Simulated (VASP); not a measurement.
Given:

```
CeO2
1.0
    0.00000     2.70940     2.70940
    2.70940     0.00000     2.70940
    2.70940     2.70940     0.00000
Ce O
1 2
Direct
  0.00000   0.00000   0.00000
  0.25000   0.25000   0.25000
  0.75000   0.75000   0.75000
```

These are PBE GGA, VASP's PBE PAW potentials (set 64) (plane waves; VASP) values and carry that method's errors. Run with 400 eV cut-off, 6×6×6 Γ-centred mesh, Fermi-Dirac smearing of 0.050 eV, potentials Ce O.

Q: What does the run give for the energy per atom (σ→0)?

A: 
```
Property                       Result
---------------------  --------------
energy per atom (σ→0)  -8.753 eV/atom
```

The structure comes from a computed database's CeO2 entry; how it stands against other phases isn't given here. The cell was not relaxed at this level. The run is not spin-polarised, so no magnetic state was tried.
